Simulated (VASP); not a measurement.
These are PBE GGA, VASP's PBE PAW potentials (set 64) (plane waves; VASP) values and carry that method's errors.

VASP ran on this input.

File KPOINTS:
```
Automatic mesh
0
Gamma
12 12 12
0 0 0
```

### INCAR
```
LASPH=T
ISIF=2   ! forces and stress, cell fixed
EDIFF=1E-6   ! SCF stop (eV)
GGA=PE
PREC=Accurate
ENCUT=400   ! plane-wave cut-off (eV)
LCHARG=F
ISMEAR=1
LWAVE=F
NELM=100
LMAXMIX=4
SIGMA=0.1   ! width (eV)
SYSTEM=MoSi2
ALGO=Conjugate
LREAL=F   ! projection in real space or not
```

File POSCAR:
```
MoSi2
1
   -1.6050000000     1.6050000000     3.9250000000
    1.6050000000    -1.6050000000     3.9250000000
    1.6050000000     1.6050000000    -3.9250000000
Si Mo
2 1
Direct
  0.6650000000   0.6650000000   0.0000000000
  0.3350000000   0.3350000000   0.0000000000
  0.0000000000   0.0000000000   0.0000000000
```

POTCAR, in this order: Si Mo_sv (PBE.64 set). Program: vasp_std.

What VASP printed:

OUTCAR:
```
 ion  position               nearest neighbor table
   1  0.665  0.665  0.000-   2 2.59   3 2.61   3 2.61   3 2.61   3 2.61   3 2.63   2 2.63   2 2.63
                             2 2.63   2 2.63
   2  0.335  0.335  0.000-   1 2.59   3 2.61   3 2.61   3 2.61   3 2.61   3 2.63   1 2.63   1 2.63
                             1 2.63   1 2.63
   3  0.000  0.000  0.000-   1 2.61   1 2.61   1 2.61   2 2.61   1 2.61   2 2.61   2 2.61   2 2.61
                             1 2.63   2 2.63
  LATTYP: Found a body centered tetragonal cell.
 ALAT       =     3.2100000000
 C/A-ratio  =     2.4454828660
 Subroutine PRICEL returns:
 Original cell was already a primitive cell.
 Subroutine GETGRP returns: Found 16 space group operations
The static configuration has the point symmetry D_4h.
The dynamic configuration has the point symmetry D_4h.
 Subroutine INISYM returns: Found 16 space group operations
 Subroutine IBZKPT returns following result:
 Found    163 irreducible k-points:

 Following reciprocal coordinates:
            Coordinates               Weight
  0.000000  0.000000  0.000000      1.000000
  0.083333  0.000000  0.000000      8.000000
  0.166667  0.000000  0.000000      8.000000
  0.250000 -0.000000  0.000000      8.000000
  0.333333  0.000000  0.000000      8.000000
  0.416667 -0.000000  0.000000      8.000000
  0.500000 -0.000000  0.000000      4.000000
  0.083333  0.083333  0.000000      8.000000
  0.166667  0.083333  0.000000     16.000000
  0.250000  0.083333  0.000000     16.000000
  0.333333  0.083333  0.000000     16.000000
  0.416667  0.083333  0.000000     16.000000
  0.500000  0.083333  0.000000     16.000000
 -0.416667  0.083333 -0.000000     16.000000
 -0.333333  0.083333 -0.000000     16.000000
 -0.250000  0.083333 -0.000000     16.000000
 -0.166667  0.083333  0.000000     16.000000
 -0.083333  0.083333  0.000000      4.000000
  0.166667  0.166667  0.000000      8.000000
...
```

OSZICAR:
```
       N       E                     dE             d eps       ncg     rms           ort
DAV:   1     0.970418627830E+02    0.97042E+02   -0.10408E+04  2445   0.117E+03
DAV:   2    -0.219674968694E+02   -0.11901E+03   -0.11748E+03  2445   0.297E+02
DAV:   3    -0.241579408949E+02   -0.21904E+01   -0.21400E+01  2445   0.369E+01
DAV:   4    -0.241674944098E+02   -0.95535E-02   -0.95529E-02  2445   0.288E+00
DAV:   5    -0.241675804773E+02   -0.86068E-04   -0.86062E-04  2445   0.241E-01
SDA:   6    -0.210005700297E+02    0.31670E+01   -0.86062E-04  2445   0.130E+02   0.000E+00
CGA:   7    -0.229329684450E+02   -0.19324E+01   -0.19115E+01  2445   0.134E+01  -0.523E-01
CGA:   8    -0.231828957940E+02   -0.24993E+00   -0.24989E+00  2445   0.251E+00  -0.215E-02
CGA:   9    -0.232365618033E+02   -0.53666E-01   -0.53660E-01  2445   0.535E-01   0.339E-03
CGA:  10    -0.232511290069E+02   -0.14567E-01   -0.14577E-01  2445   0.145E-01  -0.122E-03
CGA:  11    -0.232545179365E+02   -0.33889E-02   -0.33893E-02  2445   0.408E-02  -0.137E-04
CGA:  12    -0.232557761938E+02   -0.12583E-02   -0.12584E-02  2445   0.108E-02  -0.127E-05
CGA:  13    -0.232560705425E+02   -0.29435E-03   -0.29430E-03  2445   0.311E-03   0.915E-06
CGA:  14    -0.232561703778E+02   -0.99835E-04   -0.99997E-04  2445   0.852E-04  -0.161E-05
CGA:  15    -0.232561958807E+02   -0.25503E-04   -0.25689E-04  2445   0.207E-04  -0.262E-05
CGA:  16    -0.232562012220E+02   -0.53413E-05   -0.53184E-05  2445   0.412E-05   0.889E-06
CGA:  17    -0.232562025556E+02   -0.13336E-05   -0.13446E-05  2445   0.107E-05  -0.150E-06
CGA:  18    -0.232562028955E+02   -0.33992E-06   -0.33989E-06  2445   0.241E-06   0.222E-08
   1 F= -.23256203E+02 E0= -.23256046E+02  d E =-.470608E-03
```

File OUTCAR:
```
------------------------ aborting loop because EDIFF is reached ----------------------------------------
  FORCE on cell =-STRESS in cart. coord.  units (eV):
  Direction    XX          YY          ZZ          XY          YZ          ZX
  --------------------------------------------------------------------------------------
  Total        0.2796302      0.2796302      0.4192096      0.0000000      0.0000000      0.0000000
  in kB       11.0775805     11.0775805     16.6070344      0.0000000      0.0000000      0.0000000
  external PRESSURE =      12.9207318 kB  Pullay stress =       0.0000000 kB
  volume of cell :       40.44
      direct lattice vectors                 reciprocal lattice vectors
    -1.605000000  1.605000000  3.925000000     0.000000000  0.311526480  0.127388535
     1.605000000 -1.605000000  3.925000000     0.311526480  0.000000000  0.127388535
     1.605000000  1.605000000 -3.925000000     0.311526480  0.311526480  0.000000000
 POSITION                                       TOTAL-FORCE (eV/Angst)
 -----------------------------------------------------------------------------------
      0.00000      0.00000      5.22025        -0.000000     -0.000000      0.013850
      0.00000      0.00000      2.62975         0.000000      0.000000     -0.013850
      0.00000      0.00000      0.00000         0.000000      0.000000      0.000000
 -----------------------------------------------------------------------------------
    total drift:                                0.000000      0.000000     -0.000000
  FREE ENERGIE OF THE ION-ELECTRON SYSTEM (eV)
  ---------------------------------------------------
  free  energy   TOTEN  =       -23.2562028955 eV

  energy  without entropy=      -23.2557322878  energy(sigma->0) =      -23.25604603
```
(Selected blocks of OUTCAR.)

The compound is MoSi2 in the MoSi2 type structure. The cell was not relaxed at this level. The run is one of a series of settings (ALGO = Conjugate against the base run), some of them coarse on purpose.
